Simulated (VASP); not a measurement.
# AlNiC: single point with PBE

The system is AlNiC.

```
Ni Al C
1.0
     0.00000    3.40224    0.00000
     3.40224    0.00000    0.00000
     1.70112    1.70112   -5.85557
Ni Al C
2 2 2
Direct
  0.58290 0.58290 0.83420
  0.33290 0.83290 0.33420
  0.16860 0.16860 0.66280
  0.91860 0.41860 0.16280
  0.00000 0.00000 0.00000
  0.75000 0.25000 0.50000
```

The cell was built by a generator and needn't be a form met in nature.

```json
{"Program": "VASP 6.6.1", "Task": "single point", "Functional": "PBE", "Potentials or basis": "VASP PAW PBE potentials, release 64 (Ni, Al, C)", "Cutoff": "520 eV", "k mesh": "6 × 6 × 6", "Occupations": "fermi-dirac, width 0.1 eV", "Spin": "no spin polarisation", "Dipole correction": "no", "Further INCAR settings": "ALGO = Fast; EDIFF = 1e-07; NBANDS = 26"}
```

* Pressure: -1.7 GPa
* Largest force: 0.367 eV/Å
* Band gap on the k mesh: none (metal or under the smearing width)

Forces on the atoms (eV/Å):
```
Ni   0.000  0.000  0.367
Ni   0.000  0.000  0.367
Al   0.000  0.000 -0.298
Al   0.000  0.000 -0.298
C    0.000  0.000 -0.069
C    0.000  0.000 -0.069
```

Stress tensor (GPa, compression positive):
```
-1.47  0.00  0.00
 0.00 -1.47  0.00
 0.00  0.00 -2.11
```

Levels at points of the mesh, in eV from the Fermi level:
```csv
k point,band 15,band 16,band 17,band 18,band 19,band 20
"(0.00, 0.00, 0.00)",-0.87,-0.23,-0.02,0.05,0.05,1.47
"(0.50, 0.00, 0.00)",-0.87,-0.62,-0.08,1.19,1.81,2.69
"(0.50, 0.50, 0.00)",-0.76,-0.76,0.18,0.18,0.60,0.60
"(0.00, 0.00, 0.50)",-0.83,-0.83,0.52,0.52,1.46,1.46
```

Wall time 62 s on 1 thread of Intel(R) Xeon(R) Platinum 8488C (Sapphire Rapids), on a shared host, peak memory 0.21 GiB.

Spin polarisation is off, so any magnetic state and its effect on volume and gap are missing.
